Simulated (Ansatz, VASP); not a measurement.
# Cross-check of La3YS4 (La0.75Y0.25S, rock salt) between VASP and Ansatz, part 2 of 3

Aim: how closely do two programs agree when they are given the same cell, functional and k mesh? The cell is invented: As first built, before any earlier steps moved the atoms (in the runner's words): 1x2x2 conventional cells of the LaS type (32 atoms: 16 S, 4 Y, 12 La); La/Y share their sites, the best of 600 random draws by like-pair counts in two shells; start lattice by linear mixing of the end members' cells; atoms moved at random by 0.02 A. It may not be a known or stable phase. Of the first pair: The structure shown is the start of the Ansatz relaxation below; VASP solves that cell, so the two are compared at the walk's first step.

VASP 6.6.1 and Ansatz 0.2.0.

So far: Starting point; Ansatz: relaxation, LDA.

## (3) VASP: single point, LDA, start cell, pair 1

Level of this step: LDA; plane waves and PAW (S, Y_sv, La); invented cell (VASP).

The same cell, functional (in two slightly different forms), mesh and smearing now go to VASP, with its own data sets.

Lines of VASP's logs that name or quote its potential files are left out, and so is its time.

INCAR

```
SYSTEM = La3YS4
PREC = Accurate
ENCUT = 400
EDIFF = 1E-06
NELM = 200
ISMEAR = 1
SIGMA = 0.15
LREAL = Auto
ALGO = Normal
GGA = CA
NBANDS = 160
LASPH = .TRUE.
LORBIT = 11
LWAVE = .FALSE.
LCHARG = .FALSE.
ISIF = 2
ISYM = 0
GGA_COMPAT = .FALSE.
LMAXMIX = 6
KPAR = 4
```

POSCAR

```
La3YS4
1.0
    5.7623300000      0.0000000000      0.0000000000
    0.0000000000     11.5246500000      0.0000000000
    0.0000000000      0.0000000000     11.5246500000
S Y La
16 4 12
Direct
    0.4907563434      0.0010499234      0.9995618088
    0.4947824925      0.2512093643      0.2499078063
    0.0102389138      0.9961517270      0.2486062483
    0.0001735409      0.2493437979      0.0011280169
    0.5030951022      0.0008329971      0.5001193095
    0.4975938553      0.2503156278      0.7515542771
    0.0004338523      0.9963599762      0.7529339286
    0.9982940928      0.2515304152      0.4991388025
    0.5037719117      0.4994424993      0.0026031159
    0.5045528458      0.7488904218      0.2449358549
    0.0012147864      0.4982884513      0.2517126334
    0.0013362650      0.7493589827      0.9983643755
    0.4970558784      0.5025575614      0.5016811790
    0.4992772021      0.7505737701      0.7516063395
    0.9993874006      0.4968740916      0.7528905433
    0.9989014860      0.7489511612      0.5000585701
    0.9966975165      0.9981300951      0.0003991444
    0.9975652210      0.2507581575      0.2507234493
    0.5069130022      0.9995618088      0.7501833027
    0.4981665403      0.7520922544      0.0008677053
    0.5013770471      0.0033059572      0.2505325541
    0.5009952571      0.2477472201      0.9970020782
    0.9982767387      0.0002082493      0.4981322643
    0.9967322246      0.2513481971      0.7490466088
    0.4980450616      0.2494392454      0.4981322643
    0.0030716741      0.5025228532      0.0018395353
    0.0054144764      0.7466083569      0.2516085087
    0.4996242839      0.5024360827      0.2489186223
    0.0029328414      0.5031476010      0.5011258476
    0.0006073932      0.7498015124      0.7509989457
    0.4995201594      0.4980715249      0.7511811639
    0.5059758813      0.7507993735      0.5019935529
```

KPOINTS

```
Points of the shifted mesh
16
Reciprocal
 0.1250000000  0.2500000000  0.2500000000 1
 0.1250000000  0.2500000000  0.7500000000 1
 0.1250000000  0.7500000000  0.2500000000 1
 0.1250000000  0.7500000000  0.7500000000 1
 0.3750000000  0.2500000000  0.2500000000 1
 0.3750000000  0.2500000000  0.7500000000 1
 0.3750000000  0.7500000000  0.2500000000 1
 0.3750000000  0.7500000000  0.7500000000 1
 0.6250000000  0.2500000000  0.2500000000 1
 0.6250000000  0.2500000000  0.7500000000 1
 0.6250000000  0.7500000000  0.2500000000 1
 0.6250000000  0.7500000000  0.7500000000 1
 0.8750000000  0.2500000000  0.2500000000 1
 0.8750000000  0.2500000000  0.7500000000 1
 0.8750000000  0.7500000000  0.2500000000 1
 0.8750000000  0.7500000000  0.7500000000 1
```

PAW data sets: S, Y_sv and La (LDA family, release 64).

On the command line:

```sh
mpirun -np 4 vasp_std
```

Numbers of over 12 decimals in the logs are rounded to 6 here.

The log of the run:

```text
[banner, memory and clock lines left out]
running    4 mpi-ranks, on    1 nodes
[...]
LDA part: xc-table for (Slater(with rela. corr.)+CA(PZ))
 , standard interpolation
 POSCAR, INCAR and KPOINTS ok, starting setup
[...]
entering main loop
       N       E                     dE             d eps       ncg     rms          rms(c)
DAV:   1     0.349222787919E+04    0.34922E+04   -0.80407E+04  5160   0.187E+03
DAV:   2     0.968995499302E+03   -0.25232E+04   -0.24370E+04  6736   0.482E+02
DAV:   3     0.388967706143E+02   -0.93010E+03   -0.90644E+03  8208   0.291E+02
DAV:   4    -0.207096142883E+03   -0.24599E+03   -0.23834E+03  8872   0.158E+02
[...]
DAV:  19    -0.240056971091E+03   -0.26366E-05   -0.31836E-05  5040   0.207E-02    0.589E-03
DAV:  20    -0.240056972057E+03   -0.96580E-06   -0.11636E-05  4480   0.159E-02    0.424E-03
DAV:  21    -0.240056972401E+03   -0.34455E-06   -0.46551E-06  4480   0.106E-02
   1 F= -.24005697E+03 E0= -.24006189E+03  d E =0.147410E-01
```

Parts of OUTCAR (step 3):

```text
  Total      -14.7084462    -15.4370407    -16.1783348      0.1130641     -0.0541309     -0.0508180
  in kB      -30.7909978    -32.3162543    -33.8680963      0.2366909     -0.1133188     -0.1063835
  external PRESSURE =     -32.3251161 kB  Pullay stress =       0.0000000 kB

 POSITION                                       TOTAL-FORCE (eV/Angst)
 -----------------------------------------------------------------------------------
      2.82790      0.01210     11.51960         0.192933     -0.692894     -0.533892
      2.85110      2.89510      2.88010         0.087958      0.014662     -0.161027
      0.05900     11.48030      2.86510        -0.359568      0.759627     -0.547748
      0.00100      2.87360      0.01300         0.007521     -0.559564      0.460673
      2.89900      0.00960      5.76370        -0.141672     -0.001640      0.579360
      2.86730      2.88480      8.66140         0.008671     -0.731241     -0.258783
      0.00250     11.48270      8.67730         0.037081      0.295260      0.375007
      5.75250      2.89880      5.75240        -0.010141     -0.072542     -0.557460
      2.90290      5.75590      0.03000        -0.048138      0.597879     -0.183121
      2.90740      8.63070      2.82280         0.012972      0.313828     -0.230038
      0.00700      5.74260      2.90090        -0.046173     -0.534897     -0.064691
      0.00770      8.63610     11.50580        -0.042746      0.732929      0.211514
      2.86420      5.79180      5.78170         0.216686     -0.181383     -0.108582
      2.87700      8.65010      8.66200         0.076122      0.568264      0.571728
[...]
-----------------------------------------------------------------------------------
    total drift:                               -0.001633      0.000340      0.005006

  FREE ENERGIE OF THE ION-ELECTRON SYSTEM (eV)
  ---------------------------------------------------
  free  energy   TOTEN  =      -240.0569724014 eV

  energy  without entropy=     -240.0717134199  energy(sigma->0) =     -240.06188607

[... 3 further parts left out ...]
[key lines of the parts left out:]
E-fermi :   8.2582
```

The run ends at a pressure of -3.23 GPa, with forces up to 1.0 eV/Å.

## (4) Differences

Known differences besides the potentials themselves: the two LDA forms differ slightly; the cutoff is 420 eV in Ansatz and 400 eV in VASP (PREC = Accurate, projectors in real space); VASP's log shows a relativistic correction to its local exchange, Ansatz's none. Total energies have different zeros and are not compared.

Forces on 8 of the 32 atoms, those with the largest forces and the largest differences (eV/Å; atoms numbered as in POSCAR):

```tsv
atom	Ansatz x, y, z	VASP x, y, z
S1	0.192, -0.698, -0.538	0.193, -0.693, -0.534
S3	-0.360, 0.764, -0.552	-0.360, 0.760, -0.548
S4	0.008, -0.562, 0.464	0.008, -0.560, 0.461
S6	0.010, -0.735, -0.259	0.009, -0.731, -0.259
S9	-0.049, 0.602, -0.184	-0.048, 0.598, -0.183
S10	0.013, 0.314, -0.235	0.013, 0.314, -0.230
S12	-0.043, 0.737, 0.214	-0.043, 0.733, 0.212
S14	0.076, 0.572, 0.574	0.076, 0.568, 0.572
```

The forces differ by 1.8 meV/Å r.m.s., which is 0.6 % of the r.m.s. force of 0.277 eV/Å (both taken over all components).

## (5) Ansatz: relaxation, LDA

This run makes the geometry at which the two programs are then compared. The cell compared in this pair holds 736.51 Å³, against 765.34 Å³ for the pair before.

The structure compared here is the end of the Ansatz relaxation.

input.yaml

```yaml
crystal:
  lattice:
    - [5.76233, 0.0, 0.0]
    - [0.0, 11.52465, 0.0]
    - [0.0, 0.0, 11.52465]
  atoms:
    - { symbol: S, position: [0.49075, 0.00105, 0.99956] }
    - { symbol: S, position: [0.49478, 0.25121, 0.24991] }
    - { symbol: S, position: [0.01024, 0.99615, 0.24861] }
    - { symbol: S, position: [0.00017, 0.24934, 0.00113] }
    - { symbol: S, position: [0.50309, 0.00083, 0.50012] }
    - { symbol: S, position: [0.49759, 0.25032, 0.75155] }
    - { symbol: S, position: [0.00043, 0.99636, 0.75293] }
    - { symbol: S, position: [0.99829, 0.25153, 0.49914] }
    - { symbol: S, position: [0.50377, 0.49944, 0.0026] }
    - { symbol: S, position: [0.50455, 0.74889, 0.24494] }
    - { symbol: S, position: [0.00122, 0.49829, 0.25171] }
    - { symbol: S, position: [0.00133, 0.74936, 0.99836] }
    - { symbol: S, position: [0.49706, 0.50256, 0.50168] }
    - { symbol: S, position: [0.49927, 0.75057, 0.75161] }
    - { symbol: S, position: [0.99938, 0.49687, 0.75289] }
    - { symbol: S, position: [0.9989, 0.74895, 0.50006] }
    - { symbol: "Y", position: [0.9967, 0.99813, 0.0004] }
    - { symbol: "Y", position: [0.99756, 0.25076, 0.25072] }
    - { symbol: "Y", position: [0.50691, 0.99956, 0.75018] }
    - { symbol: "Y", position: [0.49816, 0.75209, 0.00087] }
    - { symbol: La, position: [0.50138, 0.00331, 0.25053] }
    - { symbol: La, position: [0.501, 0.24775, 0.997] }
    - { symbol: La, position: [0.99828, 0.00021, 0.49813] }
    - { symbol: La, position: [0.99674, 0.25135, 0.74905] }
    - { symbol: La, position: [0.49804, 0.24944, 0.49813] }
    - { symbol: La, position: [0.00307, 0.50252, 0.00184] }
    - { symbol: La, position: [0.00542, 0.74661, 0.25161] }
    - { symbol: La, position: [0.49962, 0.50244, 0.24892] }
    - { symbol: La, position: [0.00293, 0.50315, 0.50113] }
    - { symbol: La, position: [0.0006, 0.7498, 0.751] }
    - { symbol: La, position: [0.49952, 0.49807, 0.75118] }
    - { symbol: La, position: [0.50598, 0.7508, 0.50199] }
kpoints:
  mp_grid: { grid: [4, 2, 2], shift: [0.5, 0.5, 0.5] }
hamiltonian:
  xc: lda
scf:
  occupations: { method: methfessel_paxton, width: 0.15 }
output:
  forces: true
  stress: true
relax:
  f_tol: 0.02
  max_steps: 45
  cell: { stress_tol: 0.1 }
```

On the command line:

```sh
ansatz run input.yaml --threads 8 --pin off --max-ram 15360MiB --backend cpu --events-out ev --progress --plain --runs-dir out
```

The log of the run:

```text
[...]
Crystal: 32 atoms, lattice volume = 765.339 Å³
Basis set: ecut = 420 eV, 14995 PW (Γ)
Bands: 168, of which v1, the nominal top of the filled ones, is band 136 counted from 1 (135 counted from 0)
Symmetry: 1 space group operations
[...]
k-points: 8 of 16 (time reversal used)
[...]
- { symbol: La, position: [0.000353581, 0.500369, -0.000157375] }
    - { symbol: La, position: [0.00048889, 0.749919, 0.250133] }
    - { symbol: La, position: [0.500368, 0.500069, 0.249369] }
    - { symbol: La, position: [0.000354373, 0.499358, 0.499719] }
    - { symbol: La, position: [0.000409756, 0.750378, 0.750764] }
    - { symbol: La, position: [0.500300, 0.499578, 0.750353] }
    - { symbol: La, position: [0.500417, 0.750003, 0.499976] }
[key lines of the parts left out:]
SCF converged after 5 iterations
Free energy (F): -101879.724721 eV
Fermi energy:    12.116891 eV
P = ⅓ Tr σ = 0.0054 GPa (0.054 kbar)
```

## (6) VASP: single point, LDA, relaxed cell, pair 2

The same cell, functional (in two slightly different forms), mesh and smearing now go to VASP, with its own data sets.

INCAR, as its differences from that of step 3:

```diff
@@ -2,3 +2,3 @@
 PREC = Accurate
-ENCUT = 400
+ENCUT = 500
 EDIFF = 1E-06
```

POSCAR

```
La3YS4
1.0
    5.6996240000      0.0000290000      0.0001120000
    0.0000570000     11.3677460000     -0.0009260000
    0.0002240000     -0.0009260000     11.3673290000
S Y La
16 4 12
Direct
    0.5004600000      0.9931200000      0.9934700000
    0.5003800000      0.2496700000      0.2500300000
    0.0004900000      0.0073800000      0.2430300000
    0.0004600000      0.2426400000      0.0077500000
    0.5004900000      0.9990500000      0.5090900000
    0.5002800000      0.2416100000      0.7508700000
    0.0003600000      0.0003800000      0.7587200000
    0.0003000000      0.2490500000      0.4920200000
    0.5003500000      0.5087500000      0.9994200000
    0.5005100000      0.7505100000      0.2419900000
    0.0003800000      0.4916400000      0.2494100000
    0.0004600000      0.7583500000      0.0007500000
    0.5003600000      0.4997800000      0.5001500000
    0.5004200000      0.7576000000      0.7579700000
    0.0002900000      0.4997100000      0.7500700000
    0.0004400000      0.7497100000      0.5000900000
    0.0004400000      0.0004400000      0.0008300000
    0.0003700000      0.2497300000      0.2501000000
    0.5003500000      0.9999400000      0.7509500000
    0.5004600000      0.7506000000      0.0003100000
    0.5004900000      0.9999700000      0.2505000000
    0.5004500000      0.2501500000      0.0003400000
    0.0004800000      0.9995000000      0.5007500000
    0.0002900000      0.2497700000      0.7503000000
    0.5003000000      0.2489900000      0.5004300000
    0.0003500000      0.5003700000      0.9998400000
    0.0004900000      0.7499200000      0.2501300000
    0.5003700000      0.5000700000      0.2493700000
    0.0003500000      0.4993600000      0.4997200000
    0.0004100000      0.7503800000      0.7507600000
    0.5003000000      0.4995800000      0.7503500000
    0.5004200000      0.7500000000      0.4999800000
```

KPOINTS is that of step 3.

On the command line:

```sh
mpirun -np 4 vasp_std
```

The log of the run:

```text
[... set-up lines as in an earlier step ...]
 entering main loop
       N       E                     dE             d eps       ncg     rms          rms(c)
DAV:   1     0.377904885977E+04    0.37790E+04   -0.91499E+04  5128   0.225E+03
DAV:   2     0.118370364254E+04   -0.25953E+04   -0.24859E+04  6368   0.526E+02
DAV:   3     0.114796432639E+03   -0.10689E+04   -0.10420E+04  8048   0.315E+02
DAV:   4    -0.194278713093E+03   -0.30908E+03   -0.29873E+03  8928   0.180E+02
[...]
DAV:  19    -0.240888866186E+03   -0.34127E-05   -0.35274E-05  4872   0.213E-02    0.595E-03
DAV:  20    -0.240888867404E+03   -0.12183E-05   -0.13285E-05  4480   0.167E-02    0.325E-03
DAV:  21    -0.240888867876E+03   -0.47197E-06   -0.53882E-06  4336   0.114E-02
   1 F= -.24088887E+03 E0= -.24089214E+03  d E =0.981760E-02
```

Parts of OUTCAR (step 6):

```text
  Total       -0.3023546     -0.0803568     -0.0383692      0.0042424      0.0158701     -0.0042318
  in kB       -0.6577308     -0.1748051     -0.0834670      0.0092287      0.0345233     -0.0092057
  external PRESSURE =      -0.3053343 kB  Pullay stress =       0.0000000 kB

 POSITION                                       TOTAL-FORCE (eV/Angst)
 -----------------------------------------------------------------------------------
      2.85271     11.28863     11.29224        -0.000233      0.004374      0.006230
      2.85205      2.83797      2.84200         0.000893     -0.006129     -0.002078
      0.00285      0.08367      2.76260        -0.000519     -0.001973      0.003584
      0.00264      2.75826      0.08787        -0.000610      0.005174     -0.003702
      2.85278     11.35649      5.78612        -0.001647      0.005463     -0.008313
      2.85159      2.74588      8.53522        -0.000385      0.010372     -0.002292
      0.00222      0.00362      8.62462        -0.000519     -0.004788     -0.005395
      0.00183      2.83068      5.59272        -0.000355      0.002378      0.008448
      2.85206      5.78243     11.36032         0.000268     -0.008379      0.005773
      2.85282      8.53140      2.75014        -0.001835     -0.000224      0.007922
      0.00225      5.58861      2.83467        -0.001302      0.010917      0.001795
      0.00267      8.62073      0.00782        -0.000197     -0.010163     -0.005823
      2.85200      5.68092      5.68496        -0.001344     -0.003151      0.003183
      2.85242      8.61152      8.61545        -0.000905     -0.002323     -0.001241
[...]
-----------------------------------------------------------------------------------
    total drift:                                0.004006     -0.014541      0.024441

  FREE ENERGIE OF THE ION-ELECTRON SYSTEM (eV)
  ---------------------------------------------------
  free  energy   TOTEN  =      -240.8888678760 eV

  energy  without entropy=     -240.8986854750  energy(sigma->0) =     -240.89214041

[... 1 part as in an earlier step ...]

[... 2 further parts left out ...]
[key lines of the parts left out:]
E-fermi :   8.6255
```

The run ends at a pressure of -0.03 GPa, with forces up to 0.012 eV/Å.

## (7) Differences

What differs besides the data sets and the points named for the pairs above, as far as they apply: the cutoff is 420 eV in Ansatz and 500 eV in VASP (PREC = Accurate, projectors in real space); Ansatz's pressure holds a Pulay correction, VASP's none. Total energies have different zeros and are not compared.

Both answers:

```tsv
quantity	Ansatz	VASP	difference
pressure (GPa)	0.01	-0.03	+0.04
```

At this near-relaxed geometry the largest component of a force difference is 11 meV/Å.

## (8) Ansatz: relaxation, PBE

The two programs are compared at the cell with which this relaxation starts, whose forces are those of its first step. The cell compared in this pair holds 765.34 Å³, against 736.51 Å³ for the pair before.

The structure compared here is the start of the Ansatz relaxation; VASP solves that cell, so the two are compared at the walk's first step.

input.yaml

```yaml
crystal:
  lattice:
    - [5.76233, 0.0, 0.0]
    - [0.0, 11.52465, 0.0]
    - [0.0, 0.0, 11.52465]
  atoms:
    - { symbol: S, position: [0.50124, 0.00018, 0.99839] }
    - { symbol: S, position: [0.4999, 0.25121, 0.24767] }
    - { symbol: S, position: [0.99841, 0.9967, 0.24776] }
    - { symbol: S, position: [0.99361, 0.24959, 0.9978] }
    - { symbol: S, position: [0.50094, 0.00027, 0.49968] }
    - { symbol: S, position: [0.49126, 0.24907, 0.74992] }
    - { symbol: S, position: [0.00039, 0.99734, 0.74917] }
    - { symbol: S, position: [0.9966, 0.2486, 0.50184] }
    - { symbol: S, position: [0.4972, 0.49994, 0.00153] }
    - { symbol: S, position: [0.49797, 0.74981, 0.25019] }
    - { symbol: S, position: [0.00022, 0.49787, 0.25013] }
    - { symbol: S, position: [0.00472, 0.74732, 0.00149] }
    - { symbol: S, position: [0.50041, 0.49889, 0.50347] }
    - { symbol: S, position: [0.50265, 0.74792, 0.75013] }
    - { symbol: S, position: [0.002, 0.49967, 0.75119] }
    - { symbol: S, position: [0.99977, 0.75116, 0.5025] }
    - { symbol: "Y", position: [0.99765, 0.25035, 0.7492] }
    - { symbol: "Y", position: [0.00044, 0.74794, 0.24899] }
    - { symbol: "Y", position: [0.49932, 0.50156, 0.25199] }
    - { symbol: "Y", position: [0.99541, 0.49862, 0.50112] }
    - { symbol: La, position: [0.99308, 0.9992, 0.99983] }
    - { symbol: La, position: [0.00436, 0.2512, 0.24943] }
    - { symbol: La, position: [0.49872, 0.99957, 0.25264] }
    - { symbol: La, position: [0.49851, 0.24947, 0.00061] }
    - { symbol: La, position: [0.99958, 0.99966, 0.49807] }
    - { symbol: La, position: [0.49996, 0.99923, 0.75202] }
    - { symbol: La, position: [0.50227, 0.24996, 0.50116] }
    - { symbol: La, position: [0.99882, 0.50183, 0.99999] }
    - { symbol: La, position: [0.50202, 0.74776, 0.0006] }
    - { symbol: La, position: [0.99414, 0.74647, 0.74947] }
    - { symbol: La, position: [0.49688, 0.50028, 0.7539] }
    - { symbol: La, position: [0.49711, 0.74892, 0.50036] }
kpoints:
  mp_grid: { grid: [4, 2, 2], shift: [0.5, 0.5, 0.5] }
hamiltonian:
  xc: pbe
scf:
  occupations: { method: methfessel_paxton, width: 0.15 }
output:
  forces: true
  stress: true
relax:
  f_tol: 0.02
  max_steps: 45
  cell: { stress_tol: 0.1 }
```

On the command line:

```sh
ansatz run input.yaml --threads 8 --pin off --max-ram 15360MiB --backend cpu --events-out ev --progress --plain --runs-dir out
```

The log of the run:

```text
[...]
Crystal: 32 atoms, lattice volume = 765.339 Å³
Basis set: ecut = 420 eV, 14995 PW (Γ), exchange–correlation on 80×160×160 points (8 copies of the dense FFT grid, shifted against one another)
Bands: 168, of which v1, the nominal top of the filled ones, is band 136 counted from 1 (135 counted from 0)
Symmetry: 1 space group operations
[...]
- { symbol: La, position: [0.998945, 0.999492, 0.500011] }
    - { symbol: La, position: [0.498950, 0.999212, 0.750157] }
    - { symbol: La, position: [0.498942, 0.249353, 0.499698] }
    - { symbol: La, position: [0.998934, 0.499218, 1.000095] }
    - { symbol: La, position: [0.498914, 0.748969, 0.000264833] }
    - { symbol: La, position: [0.998857, 0.749236, 0.750905] }
    - { symbol: La, position: [0.498926, 0.500087, 0.750500] }
    - { symbol: La, position: [0.498906, 0.749110, 0.500890] }
[key lines of the parts left out:]
SCF converged after 4 iterations
Free energy (F): -104896.215445 eV
Fermi energy:    11.669360 eV
P = ⅓ Tr σ = -0.0028 GPa (-0.028 kbar)
```

(Continued in part 3 of 3.)

[Lines on the potential files, build, host, timing and source positions are cut from VASP's logs without a mark.]

[Logs are printed without paths, hosts, clocks, repeated set-up lines and the standing remarks that a program may print on its own settings, such as how far it seeks lower states.]

[Hosts, paths, dates, database ids (printed as entryN), source tags and the programs' standing remarks are cut or masked in the printed files.]
